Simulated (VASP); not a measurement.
Here is the system:

```yaml
crystal:
  lattice:
    - [0.00000, 2.75282, 2.75282]
    - [2.75282, 0.00000, 2.75282]
    - [2.75282, 2.75282, 0.00000]
  atoms:
    - { symbol: Al, position: [0.00000, 0.00000, 0.00000] }
    - { symbol: P, position: [0.25000, 0.25000, 0.25000] }
```

The numbers are results of PBE GGA, VASP's PBE PAW potentials (set 64) (plane waves; VASP), not measurements. Run with 400 eV cut-off, 8×8×8 Γ-centred mesh, Gaussian smearing of 0.010 eV, potentials Al P.

Q: Give the electronic dielectric tensor ε∞ (DFPT, local fields included).

A: 
```
8.35  0.00  0.00
0.00  8.35  0.00
0.00  0.00  8.35
```

Q: Give the Born effective charges.

A: 
```
atom   Z*xx   Z*yy   Z*zz   mean
----  -----  -----  -----  -----
Al1    2.26   2.26   2.26   2.26
P2    -2.26  -2.26  -2.26  -2.26
```

The compound is AlP in the zinc blende structure. It was relaxed first.
